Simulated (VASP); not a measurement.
These are r2SCAN meta-GGA, VASP's PBE PAW potentials (set 64) (plane waves; VASP) values and carry that method's errors.

A VASP calculation is set up with these files.

KPOINTS:
```
K-points
0
G
  6 6 6
```

### INCAR
```
ALGO = Normal   ! blocked Davidson
METAGGA = R2SCAN
NELM = 100   ! most electronic steps
LREAL = .False.   ! projection in real space or not
NSW = 60
PREC = Accurate
SYSTEM = SrTiO3
LMAXMIX = 4   ! l cut-off of mixed one-centre charges
LCHARG = .False.
LMIXTAU = .True.
LWAVE = .False.
EDIFF = 1E-6   ! SCF stop (eV)
EDIFFG = -0.01   ! ionic stop
ENCUT = 520   ! plane-wave cut-off (eV)
LASPH = .True.   ! aspherical one-centre terms
IBRION = 2
SIGMA = 0.05   ! width (eV)
ISMEAR = 0   ! Gaussian
ISIF = 3
```

File POSCAR:
```
SrTiO3
1.0
  3.9050000000   0.0000000000   0.0000000000
  0.0000000000   3.9050000000   0.0000000000
  0.0000000000   0.0000000000   3.9050000000
Sr Ti O
1 1 3
Cartesian
  0.0000000000   0.0000000000   0.0000000000
  1.9525000000   1.9525000000   1.9525000000
  1.9525000000   0.0000000000   1.9525000000
  0.0000000000   1.9525000000   1.9525000000
  1.9525000000   1.9525000000   0.0000000000
```

POTCAR, in this order: Sr_sv Ti_sv O (PBE.64 set). Program: vasp_std.

The run wrote:

OSZICAR:
```
       N       E                     dE             d eps       ncg     rms          rms(c)
DAV:   1     0.430879230048E+03    0.43088E+03   -0.22260E+04   960   0.189E+03
DAV:   2    -0.410284556196E+02   -0.47191E+03   -0.46302E+03  1192   0.515E+02
DAV:   3    -0.841285288799E+02   -0.43100E+02   -0.42125E+02  1464   0.149E+02
DAV:   4    -0.861508341338E+02   -0.20223E+01   -0.20214E+01  1392   0.281E+01
DAV:   5    -0.862196190764E+02   -0.68785E-01   -0.68775E-01  1344   0.412E+00    0.274E+01
DAV:   6    -0.635901847157E+02    0.22629E+02   -0.45818E+01  1416   0.782E+01    0.139E+01
DAV:   7    -0.625554890048E+02    0.10347E+01   -0.42090E+00  1128   0.142E+01    0.707E+00
DAV:   8    -0.665211533240E+02   -0.39657E+01   -0.13345E+00  1128   0.110E+01    0.224E+00
DAV:   9    -0.622852581285E+02    0.42359E+01   -0.11938E+00  1024   0.917E+00    0.127E+00
DAV:  10    -0.630839364792E+02   -0.79868E+00   -0.24518E-01  1176   0.430E+00    0.898E-01
DAV:  11    -0.630961185289E+02   -0.12182E-01   -0.72327E-03  1456   0.659E-01    0.635E-01
DAV:  12    -0.633236172694E+02   -0.22750E+00   -0.79325E-02   992   0.298E+00    0.277E-01
DAV:  13    -0.633230995106E+02    0.51776E-03   -0.65212E-03  1112   0.883E-01    0.128E-01
DAV:  14    -0.633275389904E+02   -0.44395E-02   -0.27681E-03  1160   0.583E-01    0.105E-01
DAV:  15    -0.633276689941E+02   -0.13000E-03   -0.57625E-04  1352   0.287E-01    0.530E-02
DAV:  16    -0.633282087996E+02   -0.53981E-03   -0.19814E-04   976   0.129E-01    0.189E-02
DAV:  17    -0.633282103177E+02   -0.15181E-05   -0.87232E-05  1016   0.108E-01    0.855E-03
DAV:  18    -0.633282485670E+02   -0.38249E-04   -0.29296E-05  1056   0.585E-02    0.420E-03
DAV:  19    -0.633282489938E+02   -0.42679E-06   -0.19687E-06   808   0.144E-02
   1 F= -.63328249E+02 E0= -.63328249E+02  d E =-.633282E+02
       N       E                     dE             d eps       ncg     rms          rms(c)
DAV:   1    -0.633704836606E+02   -0.42235E-01   -0.12826E+00  1104   0.125E+01    0.187E+00
DAV:   2    -0.633335991827E+02    0.36884E-01   -0.13804E-01  1112   0.373E+00    0.715E-01
DAV:   3    -0.633283387455E+02    0.52604E-02   -0.51399E-02  1248   0.147E+00    0.191E-01
DAV:   4    -0.633273311106E+02    0.10076E-02   -0.66596E-03  1128   0.614E-01    0.126E-01
DAV:   5    -0.633276678478E+02   -0.33674E-03   -0.15778E-03  1456   0.397E-01    0.928E-02
DAV:   6    -0.633279520886E+02   -0.28424E-03   -0.97423E-04  1456   0.169E-01    0.859E-02
DAV:   7    -0.633279102224E+02    0.41866E-04   -0.10818E-04  1144   0.108E-01    0.302E-02
DAV:   8    -0.633279984899E+02   -0.88267E-04   -0.20064E-04  1320   0.142E-01    0.128E-02
DAV:   9    -0.633280202040E+02   -0.21714E-04   -0.42655E-05  1232   0.487E-02    0.664E-03
DAV:  10    -0.633280171105E+02    0.30935E-05   -0.56033E-06  1232   0.231E-02    0.478E-03
DAV:  11    -0.633280196859E+02   -0.25754E-05   -0.16817E-06   536   0.154E-02    0.208E-03
DAV:  12    -0.633280195593E+02    0.12658E-06   -0.27290E-07   480   0.495E-03
   2 F= -.63328020E+02 E0= -.63328020E+02  d E =0.229434E-03
       N       E                     dE             d eps       ncg     rms          rms(c)
DAV:   1    -0.633412651676E+02   -0.13245E-01   -0.34873E-01  1104   0.647E+00    0.989E-01
DAV:   2    -0.633310927637E+02    0.10172E-01   -0.36799E-02  1112   0.200E+00    0.371E-01
DAV:   3    -0.633296561541E+02    0.14366E-02   -0.13625E-02  1248   0.786E-01    0.990E-02
DAV:   4    -0.633294170638E+02    0.23909E-03   -0.15900E-03  1120   0.306E-01    0.595E-02
DAV:   5    -0.633294975233E+02   -0.80459E-04   -0.71423E-04  1496   0.241E-01    0.502E-02
DAV:   6    -0.633296059989E+02   -0.10848E-03   -0.21163E-04  1296   0.119E-01    0.437E-02
DAV:   7    -0.633296124648E+02   -0.64659E-05   -0.22547E-05  1200   0.453E-02    0.215E-02
DAV:   8    -0.633296404188E+02   -0.27954E-04   -0.31473E-05  1264   0.553E-02    0.567E-03
DAV:   9    -0.633296450521E+02   -0.46333E-05   -0.11575E-05  1328   0.201E-02    0.361E-03
DAV:  10    -0.633296462183E+02   -0.11662E-05   -0.75782E-07   504   0.871E-03    0.130E-03
DAV:  11    -0.633296467398E+02   -0.52151E-06   -0.39131E-07   496   0.762E-03
   3 F= -.63329647E+02 E0= -.63329647E+02  d E =-.139775E-02
```

**OUTCAR**
```
------------------------ aborting loop because EDIFF is reached ----------------------------------------
  FORCE on cell =-STRESS in cart. coord.  units (eV):
  Direction    XX          YY          ZZ          XY          YZ          ZX
  --------------------------------------------------------------------------------------
  Total        0.0035131      0.0035131      0.0035131      0.0000000     -0.0000000      0.0000000
  in kB        0.0939334      0.0939334      0.0939334      0.0000000     -0.0000000      0.0000000
  external PRESSURE =       0.0939334 kB  Pullay stress =       0.0000000 kB
  volume of cell :       59.92
      direct lattice vectors                 reciprocal lattice vectors
     3.913154460 -0.000000000  0.000000000     0.255548308  0.000000000  0.000000000
    -0.000000000  3.913154460  0.000000000     0.000000000  0.255548308  0.000000000
     0.000000000 -0.000000000  3.913154460    -0.000000000 -0.000000000  0.255548308
 POSITION                                       TOTAL-FORCE (eV/Angst)
 -----------------------------------------------------------------------------------
      0.00000      0.00000      0.00000         0.000000      0.000000      0.000000
      1.95658      1.95658      1.95658        -0.000000     -0.000000      0.000000
      1.95658     -0.00000      1.95658         0.000000     -0.000000      0.000000
     -0.00000      1.95658      1.95658        -0.000000     -0.000000      0.000000
      1.95658      1.95658      0.00000         0.000000      0.000000      0.000000
 -----------------------------------------------------------------------------------
    total drift:                                0.000000      0.000000     -0.000000
  FREE ENERGIE OF THE ION-ELECTRON SYSTEM (eV)
  ---------------------------------------------------
  free  energy   TOTEN  =       -63.3296467398 eV

  energy  without entropy=      -63.3296467398  energy(sigma->0) =      -63.32964674

 reached required accuracy - stopping structural energy minimisation
```
(Selected blocks of OUTCAR.)

**CONTCAR**
```
SrTiO3
   1.00000000000000
     3.9131544601898711   -0.0000000000000000    0.0000000000000000
    -0.0000000000000000    3.9131544601898711    0.0000000000000000
     0.0000000000000000   -0.0000000000000000    3.9131544601898711
  Sr              Ti              O
     1     1     3
Direct
     0.0000000000000000    0.0000000000000000    0.0000000000000000
     0.5000000000000000    0.5000000000000000    0.5000000000000000
     0.5000000000000000    0.0000000000000000    0.5000000000000000
     0.0000000000000000    0.5000000000000000    0.5000000000000000
     0.5000000000000000    0.5000000000000000    0.0000000000000000
```

The compound is SrTiO3 in the cubic perovskite structure, the ideal cubic form; the compound distorts at low or room temperature. This run relaxes it. Symmetry was kept, so distortions that lower it aren't found.
